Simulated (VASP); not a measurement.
# BBrCl₂: excitations by TDDFT

BBrCl₂, molecule in box, 4 atoms in the cell. PBE0, TDDFT by the Casida equation; PAW potentials Cl, B, Br (PBE set).

Kernel: hybrid exchange, triplet.

## Input

INCAR.step1:
```
PREC = Accurate
ENCUT = 320
ISMEAR = 0
SIGMA = 0.02
EDIFF = 1E-5
LASPH = T
LWAVE = T
LCHARG = F
NBANDS = 52
```

INCAR.step2:
```
PREC = Accurate
ENCUT = 320
ISMEAR = 0
SIGMA = 0.02
EDIFF = 1E-7
LASPH = T
LWAVE = T
LCHARG = F
LOPTICS = T
ALGO = Normal
NBANDS = 52
NEDOS = 2000
CSHIFT = 0.1
GGA = PE
LHFCALC = T
AEXX = 0.25
ISTART = 1
PRECFOCK = Fast
HFRCUT = -1
```

INCAR.step3:
```
PREC = Accurate
ENCUT = 320
ISMEAR = 0
SIGMA = 0.02
EDIFF = 1E-7
LASPH = T
LWAVE = F
LCHARG = F
ALGO = TDHF
NBANDS = 52
NBANDSO = 12
NBANDSV = 36
IBSE = 2
NBSEEIG = 6
LHARTREE = T
LADDER = T
LFXC = T
ENCUTGW = 150
GGA = PE
LHFCALC = T
AEXX = 0.25
ISTART = 1
PRECFOCK = Fast
HFRCUT = -1
ANTIRES = 0
OMEGAMAX = 25
CSHIFT = 0.15
NOMEGA = 1000
LTRIPLET = T
```

KPOINTS:
```
k-points
0
Gamma
  1 1 1
```

POSCAR:
```
BBrCl2
1.0
   11.7000000000      0.0000000000      0.0000000000
    0.0000000000     11.7000000000      0.0000000000
    0.0000000000      0.0000000000     11.7000000000
Cl B Br
2 1 1
Direct
    0.5485662434      0.5582094000      0.6295619692
    0.5367884588      0.3577649590      0.4691858974
    0.5019935878      0.4980299128      0.5023226462
    0.4126517100      0.5859957282      0.3989294872
```

Commands (each step's output is kept before the next begins):
```
cat potpaw_PBE.64/Cl/POTCAR potpaw_PBE.64/B/POTCAR potpaw_PBE.64/Br/POTCAR > POTCAR
cp INCAR.step1 INCAR
mpirun -np 4 vasp_gam > vasp.out
cp INCAR.step2 INCAR
mpirun -np 4 vasp_gam > vasp.out
cp INCAR.step3 INCAR
mpirun -np 4 vasp_gam > vasp.out
```

## Result

- First excitation (eV): 5.13
- Binding of the first excitation (eV): 1.647

Lowest excitations:

| Energy (eV) |
|---|
| 5.126 |
| 5.558 |
| 6.086 |
| 6.122 |
| 6.188 |
| 6.950 |
| 7.429 |
| 7.535 |

Make-up of the lowest excitation:

| k point | From band | To band | Share |
|---|---|---|---|
| 0.000 0.000 0.000 | 12 | 13 | 1.00 |
| 0.000 0.000 0.000 | 10 | 13 | 0.00 |
| 0.000 0.000 0.000 | 12 | 18 | 0.00 |
| 0.000 0.000 0.000 | 12 | 19 | 0.00 |
| 0.000 0.000 0.000 | 12 | 38 | 0.00 |
| 0.000 0.000 0.000 | 10 | 46 | 0.00 |

The lowest pair of one-particle levels lies at 6.773 eV and the first excitation at 5.126 eV, 1.647 eV lower.

Half of the first excitation's weight sits on 1 of 355 pairs.

Limits: The strengths that the program prints for triplets aren't physical; they are zero without spin-orbit coupling.

VASP 6.6.1 took 77 s on 4 cores (Intel Xeon Platinum 8488C (Sapphire Rapids)), a shared host.
